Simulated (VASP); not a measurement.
A run of VASP 6.6.1:

File INCAR:

```
SYSTEM = CaZr2N2
  ALGO = Normal
  EDIFF = 1E-6
  ENCUT = 520
  ISIF = 2
  ISMEAR = 0
  KPAR = 4
  LASPH = .TRUE.
  LCHARG = .FALSE.
  LMIXTAU = .TRUE.
  LREAL = .FALSE.
  LWAVE = .FALSE.
  METAGGA = R2SCAN
  NBANDS = 30
  NELM = 150
  PREC = Accurate
  SIGMA = 0.1
```

File KPOINTS:

```
k-points
0
G
  10 10 4
  0 0 0
```

The input POSCAR:

```
CaZr2N2                                 
1.0
    3.3467547407     -0.0000000000     -0.0000000000
   -1.6733773753      2.8983746279      0.0000000000
    0.0000000000      0.0000000000      8.2351745233
  Ca              Zr              N             
     1     2     2
Direct
     0.0000000000000000    0.0000000000000000    1.0000000000000000
     0.3333333300000021    0.6666666699999979    0.6735803517223583
     0.6666666699999979    0.3333333300000021    0.3264196482776416
     0.6666666699999979    0.3333333300000021    0.7998916104425501
     0.3333333300000021    0.6666666699999979    0.2001083895574499
```

Potentials or basis: VASP PAW PBE potentials, release 64 (Ca_sv, Zr_sv, N).

Command:

```bash
$ cat potpaw_PBE.64/Ca_sv/POTCAR potpaw_PBE.64/Zr_sv/POTCAR potpaw_PBE.64/N/POTCAR > POTCAR
$ mpirun -np 4 vasp_std > vasp.out
```

Hardware: 4 MPI ranks on Intel(R) Xeon(R) Platinum 8488C (Sapphire Rapids), with other jobs on the host.

Estimate the wall time of this run.

Wall time 2.4 min on 4 MPI ranks on Intel(R) Xeon(R) Platinum 8488C (Sapphire Rapids) (shared host), peak memory 0.3 GiB a rank. Counts: scf iterations 23, k points 50.
